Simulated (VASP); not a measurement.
```xyz
1
Lattice="0.0000 2.0808 2.0808 2.0808 0.0000 2.0808 2.0808 2.0808 0.0000" Properties=species:S:1:pos:R:3 pbc="T T T"
Au     0.0000     0.0000     0.0000
```

The base run (VASP): PBE GGA, plane waves, VASP's PBE PAW potentials (set 64). Numerical set-up: 400 eV cut-off, 14×14×14 Γ-centred mesh, first-order Methfessel-Paxton smearing of 0.10 eV, potentials Au.

One setting is varied; ΔE counts from the base run. The base run took about 6 core-seconds. Times come from single runs on busy shared machines, so they are rough: good to a factor of about 2.

Pressures at a finite cut-off, here 400 eV, hold a Pulay part, which wasn't tested here.

```json
[
 {"setting": "SYMPREC = 1E-3", "cost over the base run": "within a factor of 2", "electronic steps": "11", "ΔE (meV/atom)": "0.0", "pressure (GPa)": "-0.70"},
 {"setting": "ISYM = 1", "cost over the base run": "within a factor of 2", "electronic steps": "11", "ΔE (meV/atom)": "0.0", "pressure (GPa)": "-0.70"},
 {"setting": "base run", "cost over the base run": "reference", "electronic steps": "11", "ΔE (meV/atom)": "0.0", "pressure (GPa)": "-0.70"},
 {"setting": "ISYM = 0", "cost over the base run": "about 10 times", "electronic steps": "11", "ΔE (meV/atom)": "0.0", "pressure (GPa)": "-0.70"},
 {"setting": "ISYM = -1", "cost over the base run": "about 20 times", "electronic steps": "11", "ΔE (meV/atom)": "0.0", "pressure (GPa)": "-0.70"}
]
```

Left out are runs that failed, have no time on record or changed the cell.

The compound is Au in the fcc structure. The cell was not relaxed at this level.
